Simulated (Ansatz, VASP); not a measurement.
# Cross-check of N between VASP and Ansatz

Wanted: the spread between two codes on one cell, functional and k mesh. The cell is taken from a series of runs on this material, whose earlier steps may have relaxed, scaled, displaced or heated it; both programs get it as it stands.

Main program and level: Ansatz 0.2.0; plane waves, with VASP 6.6.1 beside it; relaxation of cell and atoms at LDA and zone-centre phonons at LDA.

### 1. The structure

The structure is hexagonal, space group P6_3/mmc (No. 194). The conventional cell has a = 2.508 Å, b = 2.508 Å, c = 2.401 Å, α = 90.00°, β = 90.00°, γ = 120.00°. Nearest to N lie 6 N at 1.88 Å.

Structure file:

```cif
data_structure
_symmetry_space_group_name_H-M 'P 1'
_symmetry_Int_Tables_number 1
_cell_length_a 2.5080
_cell_length_b 2.5080
_cell_length_c 2.4010
_cell_angle_alpha 90.000
_cell_angle_beta 90.000
_cell_angle_gamma 120.000
_cell_volume 13.08
loop_
_atom_site_label
_atom_site_type_symbol
_atom_site_fract_x
_atom_site_fract_y
_atom_site_fract_z
_atom_site_occupancy
N1 N 0.66667 0.33333 0.25000 1
N2 N 0.33333 0.66667 0.75000 1
```

### 2. VASP: relaxation of cell and atoms, LDA

The relaxed volume is the usual yardstick between codes: in a stiff, nearly cubic crystal its relative difference is about their pressure difference at one cell divided by the bulk modulus.

Lines of VASP's logs that name or quote its potential files are left out, and so is its time.

INCAR

```
SYSTEM = N
PREC = Accurate
ENCUT = 600
EDIFF = 1E-07
NELM = 120
ISMEAR = 1
SIGMA = 0.15
LREAL = .FALSE.
ALGO = Normal
GGA = CA
NBANDS = 11
LORBIT = 11
LWAVE = .FALSE.
LCHARG = .FALSE.
ISIF = 3
IBRION = 2
NSW = 80
EDIFFG = -0.005
LASPH = .TRUE.
GGA_COMPAT = .FALSE.
NELMIN = 4
KPAR = 2
```

POSCAR

```
N
1.0
    2.5080170000      0.0000000000      0.0000000000
   -1.2540080000      2.1720060000      0.0000000000
    0.0000000000      0.0000000000      2.4009550000
N
2
Direct
    0.6666664009      0.3333333333      0.2500001041
    0.3333332004      0.6666666667      0.7499998959
```

KPOINTS

```
Automatic mesh
0
Gamma
18 18 16
0 0 0
```

The projector-augmented-wave data sets are N (LDA family, release 64).

On the command line:

```console
mpirun -np 2 vasp_std
```

Numbers of over 12 decimals in the logs are rounded to 6 here.

Log:

```text
[banner, memory and clock lines left out]
running    2 mpi-ranks, on    1 nodes
 distrk:  each k-point on    1 cores,    2 groups
 distr:  one band on    1 cores,    1 groups

 POSCAR found type information on POSCAR N
 POSCAR found :  1 types and       2 ions
 LDA part: xc-table for (Slater(with rela. corr.)+CA(PZ))
 , standard interpolation
 POSCAR, INCAR and KPOINTS ok, starting setup
 FFT: planning ... GRIDC
 FFT: planning ... GRID_SOFT
 FFT: planning ... GRID
 WAVECAR not read
 entering main loop
       N       E                     dE             d eps       ncg     rms          rms(c)
DAV:   1     0.240809181424E+02    0.24081E+02   -0.66613E+03  7537   0.100E+03
DAV:   2    -0.105842677669E+02   -0.34665E+02   -0.33038E+02  9653   0.175E+02
DAV:   3    -0.114084235295E+02   -0.82416E+00   -0.81492E+00  8586   0.231E+01
DAV:   4    -0.114103023623E+02   -0.18788E-02   -0.18787E-02  8139   0.127E+00
DAV:   5    -0.114103042244E+02   -0.18621E-05   -0.18621E-05  8598   0.418E-02    0.216E+00
DAV:   6    -0.114010654761E+02    0.92387E-02   -0.33138E-03  8187   0.520E-01    0.130E+00
DAV:   7    -0.113972938449E+02    0.37716E-02   -0.47609E-03  8127   0.640E-01    0.819E-02
DAV:   8    -0.113972354529E+02    0.58392E-04   -0.23918E-04  8373   0.140E-01    0.134E-02
DAV:   9    -0.113972364831E+02   -0.10301E-05   -0.25243E-06  8280   0.163E-02    0.713E-03
DAV:  10    -0.113972366271E+02   -0.14405E-06   -0.33940E-07  8391   0.489E-03    0.939E-04
DAV:  11    -0.113972366179E+02    0.92891E-08   -0.16592E-08  4227   0.113E-03
   1 F= -.11397237E+02 E0= -.11397399E+02  d E =-.113972E+02
 curvature:   0.00 expect dE= 0.000E+00 dE for cont linesearch  0.000E+00
 trial: gam= 0.00000 g(F)=  0.233E-40 g(S)=  0.152E-04 ort = 0.000E+00 (trialstep = 0.100E+01)
 search vector abs. value=  0.152E-04
 bond charge predicted
       N       E                     dE             d eps       ncg     rms          rms(c)
DAV:   1    -0.113972436131E+02   -0.69860E-05   -0.63589E-04  8199   0.242E-01    0.186E-02
DAV:   2    -0.113972402202E+02    0.33929E-05   -0.68600E-06  7764   0.235E-02    0.104E-02
DAV:   3    -0.113972385206E+02    0.16996E-05   -0.26520E-06  8253   0.107E-02    0.936E-04
DAV:   4    -0.113972385153E+02    0.52484E-08   -0.34094E-08  4419   0.184E-03
   2 F= -.11397239E+02 E0= -.11397401E+02  d E =-.189748E-05
 trial-energy change:   -0.000002  1 .order   -0.000002   -0.000015    0.000012
 step:   0.5683(harm=  0.5683)  dis= 0.00000  next Energy=   -11.397241 (dE=-0.431E-05)
 bond charge predicted
       N       E                     dE             d eps       ncg     rms          rms(c)
DAV:   1    -0.113972419192E+02   -0.33986E-05   -0.11831E-04  8169   0.105E-01    0.809E-03
DAV:   2    -0.113972412837E+02    0.63553E-06   -0.12726E-06  7779   0.101E-02    0.452E-03
DAV:   3    -0.113972409578E+02    0.32584E-06   -0.49810E-07  8089   0.462E-03    0.400E-04
DAV:   4    -0.113972409609E+02   -0.30421E-08   -0.66795E-09  3882   0.807E-04
   3 F= -.11397241E+02 E0= -.11397403E+02  d E =-.434301E-05
 curvature:  -0.28 expect dE=-0.118E-06 dE for cont linesearch -0.332E-09
 trial: gam= 0.01870 g(F)=  0.334E-41 g(S)=  0.417E-06 ort = 0.133E-06 (trialstep = 0.914E+00)
 search vector abs. value=  0.427E-06
 reached required accuracy - stopping structural energy minimisation
```

OUTCAR, selected parts (step 2):

```text
ion  position               nearest neighbor table
   1  0.667  0.333  0.250-
   2  0.333  0.667  0.750-

  LATTYP: Found a hexagonal cell.
 ALAT       =     2.5080170000
 C/A-ratio  =     0.9573120916

 Subroutine GETGRP returns: Found 24 space group operations
 (whereof 12 operations were pure point group operations)

The static configuration has the point symmetry D_3d.
 The point group associated with its full space group is D_6h.

 Found    333 irreducible k-points:

   k-points           NKPTS =    333   k-points in BZ     NKDIM =    333   number of bands    NBANDS=     11

   dimension x,y,z NGX =    20 NGY =   20 NGZ =   20
   dimension x,y,z NGXF=    40 NGYF=   40 NGZF=   40

   ENCUT  =  600.0 eV  44.10 Ry    6.64 a.u.   5.01  5.01  4.80*2*pi/ulx,y,z

   NELECT =      10.0000    total number of electrons

 k-points in reciprocal lattice and weights: Automatic mesh
   0.00000000  0.00000000  0.00000000       0.000
   0.05555556 -0.00000000  0.00000000       0.001
   0.11111111 -0.00000000  0.00000000       0.001
   0.16666667  0.00000000  0.00000000       0.001
   0.22222222 -0.00000000  0.00000000       0.001
   0.27777778  0.00000000  0.00000000       0.001
   0.33333333  0.00000000  0.00000000       0.001
   0.38888889  0.00000000  0.00000000       0.001
   0.44444444 -0.00000000  0.00000000       0.001
[...]
0.33333333  0.27777778  0.50000000       0.002
   0.33333333  0.33333333  0.50000000       0.000

 average (electrostatic) potential at core
       1 -63.2295       2 -63.2295

 E-fermi :   7.3535

 k-point     1 :       0.0000    0.0000    0.0000
  band No.  band energies     occupation
      1     -15.0515      2.00000
      2       2.2970      2.00000
      3       2.5147      2.00000
      4       4.7040      2.00000
      5       4.7040      2.00000
      6      10.0941     -0.00000
      7      10.0942     -0.00000
      8      13.5604      0.00000
      9      21.6612      0.00000
     10      25.1454      0.00000
    ...

 k-point     2 :       0.0556   -0.0000    0.0000
  band No.  band energies     occupation
      1     -14.9757      2.00000
      2       1.9497      2.00000
      3       2.5762      2.00000
      4       4.5753      2.00000
      5       4.8220      2.00000
      6      10.0686     -0.00000
      7      10.2232     -0.00000
      8      13.4613      0.00000
      9      21.8490      0.00000
     10      25.0756      0.00000
    ...

 k-point     3 :       0.1111   -0.0000    0.0000
  band No.  band energies     occupation
      1     -14.7489      2.00000
      2       1.0735      2.00000
      3       2.7590      2.00000
      4       4.2369      2.00000
      5       5.0424      2.00000
      6      10.0059     -0.00000
      7      10.5597      0.00000
      8      13.1714      0.00000
      9      22.3684      0.00000
     10      24.8715      0.00000
    ...

  Total       -0.0025103     -0.0025103     -0.0021635     -0.0000000      0.0000000      0.0000000
  in kB       -0.3075098     -0.3075097     -0.2650234     -0.0000001      0.0000000      0.0000000
  external PRESSURE =      -0.2933476 kB  Pullay stress =       0.0000000 kB

  energy-cutoff  :      600.00
  volume of cell :       13.08
      direct lattice vectors                 reciprocal lattice vectors
     2.507672511 -0.000000000  0.000000000     0.398776154  0.230233474  0.000000000
    -1.253835755  2.171707664 -0.000000000     0.000000000  0.460467132  0.000000000
     0.000000000 -0.000000000  2.401636349    -0.000000000  0.000000000  0.416382772

 POSITION                                       TOTAL-FORCE (eV/Angst)
 -----------------------------------------------------------------------------------
      1.25384      0.72390      0.60041         0.000000     -0.000000      0.000000
     -0.00000      1.44781      1.80123        -0.000000      0.000000      0.000000
 -----------------------------------------------------------------------------------
    total drift:                                0.000623      0.000066     -0.000101

  FREE ENERGIE OF THE ION-ELECTRON SYSTEM (eV)
  ---------------------------------------------------
  free  energy   TOTEN  =       -11.3972409609 eV

  energy  without entropy=      -11.3977272378  energy(sigma->0) =      -11.39740305

 reached required accuracy - stopping structural energy minimisation

 total charge
# of ion       s       p       d       tot
------------------------------------------
    1        1.373   1.987   0.000   3.360
    2        1.373   1.987   0.000   3.360
--------------------------------------------------
tot          2.746   3.974   0.000   6.720

[... 3 further parts left out ...]
```

The run keeps the 24 symmetry operations of its start, so it cannot find a distortion of lower symmetry.

### 3. Ansatz: relaxation of cell and atoms, LDA

Ansatz runs on its default PAW (the set named soft_2) files.

The same cell, functional (in two slightly different forms), mesh and smearing now go to Ansatz, which takes its cutoff from its data sets.

input.yaml

```yaml
crystal:
  lattice:
    - [2.5080165575, 0.0, 0.0]
    - [-1.2540082788, 2.1720060519, 0.0]
    - [0.0, 0.0, 2.4009551584]
  atoms:
    - { symbol: "N", position: [0.6666666667, 0.3333333333, 0.25] }
    - { symbol: "N", position: [0.3333333333, 0.6666666667, 0.75] }
kpoints:
  mp_grid: { grid: [18, 18, 16] }
hamiltonian:
  xc: lda
scf:
  occupations: { method: methfessel_paxton, width: 0.15 }
output:
  forces: true
  stress: true
  eigenvalues: true
relax:
  adjacent_minimum: "off"
  f_tol: 0.001
  max_steps: 60
  cell: { stress_tol: 0.01 }
```

On the command line:

```console
ansatz run input.yaml --threads 4 --pin off --max-ram 7168MiB --backend cpu --events-out ev --progress --plain --runs-dir out
```

Log:

```text
Engine: ansatz 0.2.0, aarch64-unknown-linux-gnu
Pseudopotentials: kind: paw
Pseudopotential: N, paw, valence charge 5, recommended cutoff 420 eV (normal), N.paw.azcp
Functional definition: SPW92
  exchange = slater_x
  correlation = pw_c
Crystal: 2 atoms, lattice volume = 13.079 Å³
Basis set: ecut = 420 eV, 255 PW (Γ)
Bands: 9, of which v1, the nominal top of the filled ones, is band 5 counted from 1 (4 counted from 0)
Symmetry: 24 space group operations
Space group: P63/mmc (ITA 194), of the structure as read, at distance tolerance 2.4e-5 Å
k-points: 333 of 5184
Non-local potential: N, projectors of the file, l = 0: 2, l = 1: 2, l = 2: 1
PAW form: soft (Blöchl's): semilocal exchange-correlation on the pseudo side does not see the compensation charge
PAW frozen core: N, regenerated for the run's functional, and the local potential with it (the file was generated under x = pbe(κ = 0.804, μ = 0.219515), c = pbe(β = 0.066725))
PAW one-centre angular grid: N, 110 points (default); XC on 64 Gauss nodes
Initial density: superposition of atomic densities (neutral atoms: chi_scale 0, normalization atom), corrected by the library's trained network
Initial wavefunctions: pseudopotential atomic-orbital guess
Functional: x = slater, c = lda
SCF iter   1: F=—  HF=-740.851259 eV  |F-HF|=—  |Δ(HF+E_count)|=         —  Δρ=1.14e-2  dr2=7.66e-3  ethr=1.77e-3  ⟨swp⟩=4.7  Hψ=18383  notcnv=0
preconditioner: auto → none  [metal: Δε(μ)=0.023 eV  Ē_g=15.294 eV  σ=0.150 eV  W_gap=0.13  n_scr=0 (ndim 8)  ℏωp=32.5 eV  f_vac=0.000  D(μ)=0.59/eV (n_scr^D=2)]
SCF iter   2: F=—  HF=-740.849317 eV  |F-HF|=—  |Δ(HF+E_count)|=   1.94e-3  S|Δr|=    0.00e0  Δρ=4.63e-3  dr2=1.01e-3  ethr=7.66e-5  ⟨swp⟩=1.0  Hψ=5661  notcnv=0
SCF iter   3: F=—  HF=-740.849239 eV  |F-HF|=—  |Δ(HF+E_count)|=   7.85e-5  S|Δr|=    0.00e0  Δρ=6.19e-4  dr2=1.08e-5  ethr=1.01e-5  ⟨swp⟩=2.1  Hψ=4647  notcnv=0
SCF iter   4: F=—  HF=-740.849242 eV  |F-HF|=—  |Δ(HF+E_count)|=   3.50e-6  S|Δr|=    0.00e0  Δρ=2.75e-5  dr2=4.89e-8  ethr=1.00e-9  ⟨swp⟩=3.8  Hψ=13578  notcnv=0
SCF iter   5: F=-740.849242 eV  HF=-740.849242 eV  |F-HF|=3.96e-11  |Δ(HF+E_count)|=   1.88e-8  S|Δr|=    0.00e0  Δρ=1.44e-6  dr2=5.89e-11  ethr=4.89e-10  ⟨swp⟩=2.1  Hψ=10518  notcnv=0
SCF 1 converged in 5 iterations: F = -740.849242 eV  dr2 = 5.89e-11
  greatest PAW one-centre occupation: 0.848 electrons in one spin orbital (limit 2), on the N atom at site 1 (counted from 0), in its partial waves of l = 0
relax step   1: F+E_penalty+E_count = -740.84924237 eV  Δ(F+E_penalty+E_count) = +0.000e0 eV  max|allowed force component| = 8.789e-17 eV/Å  Δτ_max = 0.0000 Å  P = -0.035 GPa  Ω = 13.079 Å³  (5 SCF iters, dr2 threshold 1.00e-7 eV, accepted)
[...]
relax step   2: F+E_penalty+E_count = -740.84924986 eV  Δ(F+E_penalty+E_count) = -7.493e-6 eV  max|allowed force component| = 1.203e-16 eV/Å  Δτ_max = 0.0000 Å  P = -0.015 GPa  Ω = 13.078 Å³  energy of the carried Pulay correction = +7.338e-6 eV  (2 SCF iters, dr2 threshold 1.05e-8 eV, accepted)
[...]
relax step   3: F+E_penalty+E_count = -740.84925642 eV  Δ(F+E_penalty+E_count) = -6.552e-6 eV  max|allowed force component| = 1.665e-16 eV/Å  Δτ_max = 0.0000 Å  P = -0.006 GPa  Ω = 13.078 Å³  energy of the carried Pulay correction = +1.382e-5 eV  (2 SCF iters, dr2 threshold 1.70e-9 eV, accepted)
[...]
relax step   4: F+E_penalty+E_count = -740.84924441 eV  Δ(F+E_penalty+E_count) = +1.201e-5 eV  max|allowed force component| = 1.943e-16 eV/Å  Δτ_max = 0.0000 Å  P = -0.007 GPa  Ω = 13.078 Å³  stress off target by 9.67e-3 GPa  SCF on the basis re-selected at this cell (its energy is not comparable with the rows above)  (3 SCF iters)
basis re-selected at this cell: Δ(F+E_penalty+E_count) = +1.201e-5 eV, ΔP = -0.001 GPa vs the last step (what re-selecting the basis moved, of the pressure what is left beyond the Pulay correction that the steps carried, after the strain that the cell walked since its last selection, with what the two solves' SCF thresholds leave and, on support functions, any second-order correction that the steps lacked; it is no m [...]
SCF converged after 3 iterations
Stability not checked: this state was not tested for a lower state beside it, because cold or Methfessel-Paxton smearing, or corrected tetrahedra, fill the levels in a way that the test cannot read (fill_not_monotonic; see scf.lower_state_search)
Free energy (F): -740.849244 eV
Harris-Foulkes:  -740.849244 eV  (|F-HF|=1.14e-13)
Internal energy: -740.849753 eV  (E = F + TS)
E sigma→0 (E₀):  -740.849371 eV
Entropy (-TS):   0.000508 eV (0.254 meV/atom)
Fermi energy:    10.573893 eV
--- Per-component energies (eV) ---
  E_band       = 19.953128
  E_kinetic    = 245.212990
  E_local      = -242.049269  (includes V_loc(G=0)·N_el)
  E_nonlocal   = 96.947596
  E_hartree    = 51.720605
  E_xc         = -116.165066
  E_vxc        = -148.264996  (∫ρ·V_xc dr)
  E_paw        = -231.838907  (= ΣΔE_a)
  E_vpaw       = -35.334529  (= ΣTr[D̂ρ^β])
  E_aug_tail   = 0.000131  (compensation charges beyond the density's cutoff)
  E_ewald      = -544.837919
  E_core_change = 0.160088  (= ΣΔE_core)
  E_smearing   = 0.000508  (= −TS)
  E_closure    = 0.000000  (closes the sum)
  Σ components = -740.849244   (vs F -740.849244, Δ=0.00e0)
--- Forces (eV/Å), atoms counted from 1 ---
  atom   1  N      0.00000000    -0.00000000     0.00000000
  atom   2  N     -0.00000000     0.00000000    -0.00000000
  max |Σ_I F_I| component: 1.85e-17 eV/Å
--- Stress (GPa, compression-positive) ---
       -0.009666      -0.000000       0.000000
       -0.000000      -0.009666       0.000000
        0.000000       0.000000      -0.003047
  P = ⅓ Tr σ = -0.0075 GPa (-0.075 kbar)
--- Band table (eV; the first three rows and the last of 333) ---
  k-point 0: bands = ["-11.8456", "5.4988", "5.7400", "7.9169", "7.9169", "13.3172", "13.3172", "16.7794", "24.9049"]
  k-point 1: bands = ["-11.7631", "4.1371", "6.9324", "7.9766", "7.9766", "13.2929", "13.2929", "16.6874", "25.2381"]
  k-point 2: bands = ["-11.5159", "2.5417", "8.0511", "8.1536", "8.1536", "13.2152", "13.2152", "16.4181", "26.1926"]
  k-point 332: bands = ["-1.7591", "-1.7591", "1.6479", "1.6479", "6.4411", "6.4411", "16.6257", "16.6257", "30.9931"]
--- Relaxed structure (3 steps of the walk, 3 accepted, 1 SCFs on fresh bases) ---
  F+E_penalty+E_count = -740.84924441 eV   max|allowed force component| = 1.943e-16 eV/Å   (the final SCF, on the basis selected at the relaxed cell)
  cell:  # Å, volume = 13.0776 Å³
    - [2.507966, 2.8866973919710636e-11, 0]
    - [-1.253983, 2.171962, 0]
    - [0, 0, 2.400794]
  atoms:
    - { symbol: N, position: [0.666667, 0.333333, 0.250000] }
    - { symbol: N, position: [0.333333, 0.666667, 0.750000] }
```

In the SCF lines HF is the Harris–Foulkes energy and dr2 the Hartree energy of the density residual, in eV; the loop may stop once dr2 is under the threshold and the program's other checks hold. Hψ counts applications of the Hamiltonian.

### 4. Comparison

Known differences besides the potentials themselves: the two LDA forms differ slightly; the cutoff is 420 eV in Ansatz and 600 eV in VASP; VASP's log shows a relativistic correction to its local exchange, Ansatz's none; Ansatz adds a Pulay correction to the stress that steers its cell, VASP none. Total energies have different zeros and are not compared.

The two programs side by side:

```tsv
quantity	Ansatz	VASP	difference
volume (Å³)	13.08	13.08	-0.01 %
edge a after relaxation, in the typed setting (Å)	2.508	2.508	+0.01 %
edge c after relaxation, in the typed setting (Å)	2.401	2.402	-0.03 %
```

(Part 1 of 2 ends here.)

[Lines on the potential files, build, host, timing and source positions are cut from VASP's logs without a mark.]

[Logs are printed without paths, hosts, clocks, repeated set-up lines and the standing remarks that a program may print on its own settings, such as how far it seeks lower states.]

[Hosts, paths, dates, database ids (printed as entryN), source tags and the programs' standing remarks are cut or masked in the printed files.]
